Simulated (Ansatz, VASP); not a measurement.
# Cross-check of InSnSb between VASP and Ansatz

Wanted: the spread between two codes on one cell, functional and k mesh. The cell is generated by rule, not measured, and may not be a known phase. Of the first pair: The cell is taken from a series of runs on this material, whose earlier steps may have relaxed, scaled, displaced or heated it; both programs get it as it stands.

Program: Ansatz 0.2.0. Level of theory: plane waves, with VASP 6.6.1 beside it; PBEsol. Results are calculated unless marked as measured.

### 1. Starting point

The structure is orthorhombic, space group Imm2 (No. 44). Conventional cell: a = 4.629 Å, b = 4.649 Å, c = 19.490 Å, α = 90.00°, β = 90.00°, γ = 90.00°. Nearest to In lie 2 Sn at 2.79 Å and 2 Sb at 2.84 Å. Nearest to In lie 4 Sb at 2.82 to 2.84 Å. Nearest to Sb lie 4 In at 2.82 to 2.84 Å. Nearest to Sb lie 2 In at 2.84 Å and 2 Sn at 2.88 Å. Nearest to Sn lie 2 Sn at 2.82 Å and 2 Sb at 2.88 Å. Nearest to Sn lie 2 In at 2.79 Å and 2 Sn at 2.82 Å. Farther neighbours are not listed.

### 2. Ansatz: relaxation of cell and atoms, PBEsol, pair 1

Ansatz runs on its default PAW (the set named soft_2) files.

The relaxed volume is the usual yardstick between codes: in a stiff, nearly cubic crystal its relative difference is about their pressure difference at one cell divided by the bulk modulus.

input.yaml reads:

```yaml
crystal:
  lattice:
    - [3.2730383223, 3.2730383223, 0.0]
    - [-3.2873546418, 3.2873546418, 0.0]
    - [3.280196482, -0.0071581598, 9.7449440741]
  atoms:
    - { symbol: In, position: [0.0019565366, -0.0019565366, -0.0039130732] }
    - { symbol: In, position: [0.3352316756, 0.6647683244, 0.3295366487] }
    - { symbol: Sb, position: [0.4173662616, 0.0826337384, 0.1652674768] }
    - { symbol: Sb, position: [0.7509828366, 0.7490171634, 0.4980343269] }
    - { symbol: Sn, position: [0.6636000655, 0.3363999345, 0.6727998689] }
    - { symbol: Sn, position: [0.0808626241, 0.4191373759, 0.8382747518] }
kpoints:
  mp_grid: { grid: [8, 8, 8] }
hamiltonian:
  xc: pbesol
scf:
  occupations: { method: methfessel_paxton, width: 0.15 }
output:
  forces: true
  stress: true
  eigenvalues: true
relax:
  adjacent_minimum: "off"
  f_tol: 0.001
  max_steps: 60
  cell: { stress_tol: 0.01 }
```

Run with:

```sh
ansatz run input.yaml --threads 8 --pin off --max-ram 14336MiB --backend cpu --events-out ev --progress --plain --runs-dir out
```

Numbers of over 12 decimals in the logs are rounded to 6 here.

The program printed:

```text
Engine: ansatz 0.2.0, x86_64-unknown-linux-gnu
Pseudopotentials: kind: paw
Pseudopotential: In, paw, valence charge 13, recommended cutoff 420 eV (normal), In.paw.azcp
Pseudopotential: Sb, paw, valence charge 15, recommended cutoff 420 eV (normal), Sb.paw.azcp
Pseudopotential: Sn, paw, valence charge 14, recommended cutoff 420 eV (normal), Sn.paw.azcp
Functional definition: PBEsol
  exchange = pbesol_x
  correlation = pbesol_c
Crystal: 6 atoms, lattice volume = 209.704 Å³
Basis set: ecut = 420 eV, 4089 PW (Γ), exchange–correlation on 64×64×144 points (8 copies of the dense FFT grid, shifted against one another)
Bands: 51, of which v1, the nominal top of the filled ones, is band 42 counted from 1 (41 counted from 0)
Symmetry: 4 space group operations
Space group: Imm2 (ITA 44), of the structure as read, at distance tolerance 5.9e-5 Å
k-points: 95 of 512 (time reversal used)
Non-local potential: In, projectors of the file, l = 0: 2, l = 1: 2, l = 2: 2, l = 3: 2
Non-local potential: Sb, projectors of the file, l = 0: 2, l = 1: 2, l = 2: 2, l = 3: 2
Non-local potential: Sn, projectors of the file, l = 0: 2, l = 1: 2, l = 2: 2, l = 3: 2
PAW form: soft (Blöchl's): semilocal exchange-correlation on the pseudo side does not see the compensation charge
PAW frozen core: In, regenerated for the run's functional, and the local potential with it (the file was generated under x = pbe(κ = 0.804, μ = 0.219515), c = pbe(β = 0.066725))
PAW frozen core: Sb, regenerated for the run's functional, and the local potential with it (the file was generated under x = pbe(κ = 0.804, μ = 0.219515), c = pbe(β = 0.066725))
PAW frozen core: Sn, regenerated for the run's functional, and the local potential with it (the file was generated under x = pbe(κ = 0.804, μ = 0.219515), c = pbe(β = 0.066725))
PAW one-centre angular grid: In, 590 points (default); XC on 64 Gauss nodes
PAW one-centre angular grid: Sb, 590 points (default); XC on 64 Gauss nodes
PAW one-centre angular grid: Sn, 590 points (default); XC on 64 Gauss nodes
Initial density: superposition of atomic densities (neutral atoms: chi_scale 0, normalization atom), corrected by the library's trained network
Initial wavefunctions: pseudopotential atomic-orbital guess
Functional: x = pbesol(κ = 0.804, μ = 0.123457), c = pbesol(β = 0.046)
SCF iter   1: F=—  HF=-35766.551464 eV  |F-HF|=—  |Δ(HF+E_count)|=         —  Δρ=3.38e-3  dr2=5.15e-2  ethr=1.77e-3  ⟨swp⟩=8.1  Hψ=20609  notcnv=0
preconditioner: auto → Kerker (q_TF=auto, 2.342 Å⁻¹)  [metal: Δε(μ)=0.052 eV  Ē_g=15.792 eV  σ=0.150 eV  W_gap=0.29  n_scr=50 (ndim 8)  ℏωp=20.5 eV  f_vac=0.108  D(μ)=0.41/eV (n_scr^D=0)]
SCF iter   2: F=—  HF=-35766.539631 eV  |F-HF|=—  |Δ(HF+E_count)|=   1.18e-2  S|Δr|=    0.00e0  Δρ=1.87e-3  dr2=2.33e-2  ethr=6.14e-5  ⟨swp⟩=1.0  Hψ=5606  notcnv=0
SCF iter   3: F=—  HF=-35766.535872 eV  |F-HF|=—  |Δ(HF+E_count)|=   3.76e-3  S|Δr|=    0.00e0  Δρ=5.27e-4  dr2=2.52e-3  ethr=2.77e-5  ⟨swp⟩=2.5  Hψ=7043  notcnv=0
SCF iter   4: F=—  HF=-35766.535996 eV  |F-HF|=—  |Δ(HF+E_count)|=   1.24e-4  S|Δr|=    0.00e0  Δρ=2.75e-4  dr2=6.04e-4  ethr=2.99e-6  ⟨swp⟩=3.0  Hψ=8626  notcnv=0
SCF iter   5: F=—  HF=-35766.536022 eV  |F-HF|=—  |Δ(HF+E_count)|=   2.62e-5  S|Δr|=    0.00e0  Δρ=1.16e-4  dr2=9.59e-5  ethr=7.20e-7  ⟨swp⟩=3.0  Hψ=8778  notcnv=0
SCF iter   6: F=—  HF=-35766.536129 eV  |F-HF|=—  |Δ(HF+E_count)|=   1.07e-4  S|Δr|=    0.00e0  Δρ=4.04e-5  dr2=1.19e-5  ethr=1.14e-7  ⟨swp⟩=2.0  Hψ=5667  notcnv=0
SCF iter   7: F=—  HF=-35766.536133 eV  |F-HF|=—  |Δ(HF+E_count)|=   4.08e-6  S|Δr|=    0.00e0  Δρ=1.74e-5  dr2=3.17e-6  ethr=1.42e-8  ⟨swp⟩=2.0  Hψ=5750  notcnv=0
SCF iter   8: F=—  HF=-35766.536133 eV  |F-HF|=—  |Δ(HF+E_count)|=   5.37e-7  S|Δr|=    0.00e0  Δρ=8.45e-6  dr2=6.42e-7  ethr=3.78e-9  ⟨swp⟩=2.0  Hψ=5772  notcnv=0
SCF iter   9: F=—  HF=-35766.536133 eV  |F-HF|=—  |Δ(HF+E_count)|=   1.00e-7  S|Δr|=    0.00e0  Δρ=4.37e-6  dr2=1.44e-7  ethr=7.65e-10  ⟨swp⟩=2.0  Hψ=7171  notcnv=0
SCF iter  10: F=-35766.536133 eV  HF=-35766.536133 eV  |F-HF|=2.08e-9  |Δ(HF+E_count)|=   2.14e-8  S|Δr|=    0.00e0  Δρ=1.52e-6  dr2=1.23e-8  ethr=1.19e-10  ⟨swp⟩=11.3  Hψ=19955  notcnv=0
SCF 1 converged in 10 iterations: F = -35766.536133 eV  dr2 = 1.23e-8
  greatest PAW one-centre occupation: 0.996 electrons in one spin orbital (limit 2), on the Sb atom at site 3 (counted from 0), in its partial waves of l = 2
relax step   1: F+E_penalty+E_count = -35766.53613336 eV  Δ(F+E_penalty+E_count) = +0.000e0 eV  max|allowed force component| = 5.936e-3 eV/Å  Δτ_max = 0.0000 Å  P = -0.010 GPa  Ω = 209.704 Å³  (10 SCF iters, dr2 threshold 1.00e-7 eV, accepted)
[...]
relax step   3: F+E_penalty+E_count = -35766.53614839 eV  Δ(F+E_penalty+E_count) = -1.503e-5 eV  max|allowed force component| = 6.568e-4 eV/Å  Δτ_max = 0.0007 Å  P = -0.001 GPa  Ω = 209.658 Å³  energy of the carried Pulay correction = +8.134e-6 eV  (9 SCF iters, accepted)
[...]
relax step   4: F+E_penalty+E_count = -35766.53614145 eV  Δ(F+E_penalty+E_count) = +6.941e-6 eV  max|allowed force component| = 6.568e-4 eV/Å  Δτ_max = 0.0000 Å  P = -0.001 GPa  Ω = 209.658 Å³  stress off target by 4.57e-3 GPa  SCF on the basis re-selected at this cell (its energy is not comparable with the rows above)  (8 SCF iters)
basis re-selected at this cell: Δ(F+E_penalty+E_count) = +6.941e-6 eV, ΔP = +0.000 GPa vs the last step (what re-selecting the basis moved, of the pressure what is left beyond the Pulay correction that the steps carried, after the strain that the cell walked since its last selection, with what the two solves' SCF thresholds leave and, on support functions, any second-order correction that the steps lacked; it is no m [...]
SCF converged after 8 iterations
Stability not checked: this state was not tested for a lower state beside it, because cold or Methfessel-Paxton smearing, or corrected tetrahedra, fill the levels in a way that the test cannot read (fill_not_monotonic; see scf.lower_state_search)
Free energy (F): -35766.536141 eV
Harris-Foulkes:  -35766.536141 eV  (|F-HF|=0.00e0)
Internal energy: -35766.537480 eV  (E = F + TS)
E sigma→0 (E₀):  -35766.536476 eV
Entropy (-TS):   0.001339 eV (0.223 meV/atom)
Fermi energy:    7.161214 eV
--- Per-component energies (eV) ---
  E_band       = -802.271862
  E_kinetic    = 1276.463743
  E_local      = -8805.648804  (includes V_loc(G=0)·N_el)
  E_nonlocal   = 1404.879874
  E_hartree    = 4108.345324
  E_xc         = -1458.644929
  E_vxc        = -584.830561  (∫ρ·V_xc dr)
  E_paw        = -25301.212883  (= ΣΔE_a)
  E_vpaw       = -2309.826773  (= ΣTr[D̂ρ^β])
  E_aug_tail   = 0.000046  (compensation charges beyond the density's cutoff)
  E_ewald      = -6992.425050
  E_core_change = 1.705199  (= ΣΔE_core)
  E_smearing   = 0.001339  (= −TS)
  E_closure    = 0.000000  (closes the sum)
  Σ components = -35766.536141   (vs F -35766.536141, Δ=0.00e0)
--- Forces (eV/Å), atoms counted from 1 ---
  atom   1  In     0.00000000     0.00000000    -0.00042882
  atom   2  In     0.00000000     0.00000000    -0.00016097
  atom   3  Sb     0.00000000     0.00000000    -0.00041830
  atom   4  Sb    -0.00000000    -0.00000000     0.00008899
  atom   5  Sn    -0.00000000    -0.00000000     0.00065680
  atom   6  Sn    -0.00000000    -0.00000000     0.00026224
  max |Σ_I F_I| component: 6.15e-8 eV/Å
--- Stress (GPa, compression-positive) ---
        0.001028      -0.001034       0.000000
       -0.001034       0.001028       0.000000
        0.000000       0.000000      -0.004568
  P = ⅓ Tr σ = -0.0008 GPa (-0.008 kbar)
--- Band table (eV; the first three rows and the last of 95) ---
  k-point 0: bands = [... 38 lower, 5.3564, 6.4350, 7.0329, 7.1013, 7.3558, 7.9195, 8.1803, 8.9433, ... 5 higher]
  k-point 1: bands = [... 38 lower, 5.4241, 6.0959, 7.0181, 7.2677, 7.3181, 7.9050, 8.2557, 8.8432, ... 5 higher]
  k-point 2: bands = [... 38 lower, 5.5568, 5.6350, 6.8052, 7.0610, 7.6568, 7.9148, 8.3947, 8.7869, ... 5 higher]
  k-point 94: bands = [... 38 lower, 4.4409, 4.5897, 5.0077, 5.0091, 8.3547, 8.3739, 8.7199, 8.7534, ... 5 higher]
--- Relaxed structure (3 steps of the walk, 2 accepted, 1 SCFs on fresh bases) ---
  F+E_penalty+E_count = -35766.53614145 eV   max|allowed force component| = 6.568e-4 eV/Å   (the final SCF, on the basis selected at the relaxed cell)
  cell:  # Å, volume = 209.6584 Å³
    - [3.272916, 3.272916, 1.679292438086507e-11]
    - [-3.287487, 3.287487, 0]
    - [3.280201, -0.00728507, 9.742792]
  atoms:
    - { symbol: In, position: [0.00199372, -0.00199372, -0.00398744] }
    - { symbol: In, position: [0.335244, 0.664756, 0.329512] }
    - { symbol: Sb, position: [0.417367, 0.082633, 0.165267] }
    - { symbol: Sb, position: [0.750977, 0.749023, 0.498045] }
    - { symbol: Sn, position: [0.663579, 0.336421, 0.672843] }
    - { symbol: Sn, position: [0.080840, 0.419160, 0.838321] }
```

Reading the cycles: dr2 is the Hartree energy of the density residual (eV), the measure of convergence; HF is the Harris–Foulkes estimate of the energy, which meets the free energy F at convergence.

(Part 1 of 2 ends here.)

[Lines on the potential files, build, host, timing and source positions are cut from VASP's logs without a mark.]

[Logs are printed without paths, hosts, clocks, repeated set-up lines and the standing remarks that a program may print on its own settings, such as how far it seeks lower states.]

[Hosts, paths, dates, database ids (printed as entryN), source tags and the programs' standing remarks are cut or masked in the printed files.]
